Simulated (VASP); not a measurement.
Method: PBE GGA, VASP's PBE PAW potentials (set 64) (plane waves; VASP 6.6.1).

The input files of a VASP run:

### POSCAR
```
P
1
    1.6550000000    -5.2400000000    -0.0000000000
    1.6550000000     5.2400000000     0.0000000000
    0.0000000000     0.0000000000     4.3800000000
P
4
Direct
  0.1017000000   0.8983000000   0.9194000000
  0.3983000000   0.6017000000   0.4194000000
  0.6017000000   0.3983000000   0.5806000000
  0.8983000000   0.1017000000   0.0806000000
```

**INCAR**
```
SYSTEM = P
PREC = Accurate
ENCUT = 400
EDIFF = 1E-6
NELM = 100
ALGO = Normal
LREAL = .FALSE.
LASPH = .TRUE.
ISMEAR = 0
SIGMA = 0.05
GGA = PE
LWAVE = .FALSE.
LCHARG = .FALSE.
ISIF = 2
```

KPOINTS:
```
Automatic mesh
0
Gamma
8 8 6
0 0 0
```

POTCAR, in this order: P (PBE.64 set). Program: vasp_std.

What will the output report for the number of irreducible k-points (NKPTS), number of bands (NBANDS), largest plane-wave count, number of space-group operations, FFT grid (NGX, NGY, NGZ)?

The number of irreducible k-points (NKPTS) comes out as 84 and the number of bands (NBANDS) is 14. The largest plane-wave count is 1408 and the number of space-group operations is 8. The FFT grid (NGX, NGY, NGZ) is 36 × 36 × 30.

The compound is P in the black structure. The cell was not relaxed at this level.
